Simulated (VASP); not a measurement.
A run of VASP 6.6.1 is set up as follows.

The input POSCAR:

```
ZrB
1.0
    0.0000000000      2.4564313420      2.4564313420
    2.4564313420      0.0000000000      2.4564313420
    2.4564313420      2.4564313420      0.0000000000
Zr B
1 1
Direct
    0.0000000000      0.0000000000      0.0000000000
    0.5000000000      0.5000000000      0.5000000000
```

File INCAR.step1:

```
ALGO = Normal
EDIFF = 1E-4
ENCUT = 520
GGA = PE
ISMEAR = -1
LASPH = True
LCHARG = False
LREAL = False
LWAVE = True
NBANDS = 14
NELM = 100
PREC = Accurate
SIGMA = 0.0502
```

Contents of INCAR.step2:

```
ALGO = Normal
EDIFF = 1E-6
ENCUT = 520
ISIF = 2
ISMEAR = -1
ISTART = 1
LASPH = True
LCHARG = False
LMIXTAU = True
LREAL = False
LWAVE = False
METAGGA = R2SCAN
NBANDS = 14
NELM = 100
PREC = Accurate
SIGMA = 0.0502
```

Contents of KPOINTS:

```
k-points
0
Gamma
  7 7 7
```

Potentials or basis: VASP PAW PBE potentials, release 64 (Zr_sv, B).

Run with:

```console
$ cat potpaw_PBE.64/Zr_sv/POTCAR potpaw_PBE.64/B/POTCAR > POTCAR
$ cp INCAR.step1 INCAR
$ mpirun -np 1 vasp_std > vasp.out
$ cp INCAR.step2 INCAR
$ mpirun -np 1 vasp_std > vasp.out
```

Q: Estimate the pressure.

A: 0.1 GPa.

Q: What does it give for the band gap on the k mesh?

A: None (metal or under the smearing width).

Caveat: the PAW data sets were made with another functional, which shifts forces and pressure a little.
